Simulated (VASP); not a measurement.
OSZICAR of a VASP run on PbSe (rock salt):

OSZICAR:
```
       N       E                     dE             d eps       ncg     rms          rms(c)
DAV:   1     0.890961093584E+02    0.89096E+02   -0.92892E+03  1664   0.136E+03
DAV:   2    -0.639075565265E+02   -0.15300E+03   -0.14932E+03  1796   0.346E+02
DAV:   3    -0.764077977150E+02   -0.12500E+02   -0.12313E+02  2170   0.104E+02
DAV:   4    -0.766987315451E+02   -0.29093E+00   -0.29077E+00  1830   0.195E+01
DAV:   5    -0.767089711037E+02   -0.10240E-01   -0.10239E-01  2264   0.348E+00    0.286E+00
DAV:   6    -0.717100500064E+02    0.49989E+01   -0.27726E+00  1934   0.309E+01    0.216E+00
DAV:   7    -0.717789795052E+02   -0.68929E-01   -0.84726E-01  1652   0.111E+01    0.117E+00
DAV:   8    -0.719447618305E+02   -0.16578E+00   -0.84025E-01  1664   0.597E+00    0.662E-01
DAV:   9    -0.718730255051E+02    0.71736E-01   -0.11556E-01  1682   0.292E+00    0.421E-01
DAV:  10    -0.718505201504E+02    0.22505E-01   -0.64840E-02  1700   0.231E+00    0.176E-01
DAV:  11    -0.718895081378E+02   -0.38988E-01   -0.10190E-01  1652   0.298E+00    0.103E-01
DAV:  12    -0.718930467185E+02   -0.35386E-02   -0.17962E-03  2012   0.411E-01    0.794E-02
DAV:  13    -0.718928518845E+02    0.19483E-03   -0.52718E-04  1946   0.253E-01    0.479E-02
DAV:  14    -0.718999694929E+02   -0.71176E-02   -0.66775E-03  1664   0.792E-01    0.234E-02
DAV:  15    -0.718999147234E+02    0.54769E-04   -0.17432E-04  2006   0.129E-01    0.184E-02
DAV:  16    -0.718999856925E+02   -0.70969E-04   -0.11040E-04  1676   0.121E-01    0.933E-03
DAV:  17    -0.718999781918E+02    0.75007E-05   -0.36460E-05  2078   0.711E-02    0.211E-03
DAV:  18    -0.718999846518E+02   -0.64600E-05   -0.25522E-05  1670   0.442E-02    0.197E-03
DAV:  19    -0.718999860649E+02   -0.14132E-05   -0.89086E-07  2132   0.128E-02    0.146E-03
DAV:  20    -0.718999860411E+02    0.23852E-07   -0.86829E-07  1688   0.756E-03
   1 F= -.71899986E+02 E0= -.71899986E+02  d E =-.528141E-15
```

**Question.** Which electronic solver shows in the log?

**Answer.** It is blocked Davidson (ALGO = Normal, or the opening steps of other solvers). The INCAR had ALGO = Normal.

**Question.** Can the final energy be trusted as converged?

**Answer.** Self-consistency was reached. It stopped with EDIFF = 1E-7, NELM = 100 (r2SCAN meta-GGA, plane waves, VASP's PBE PAW potentials (set 64)).

The compound is PbSe in the rock salt structure. This cell was strained or had an atom moved on purpose.
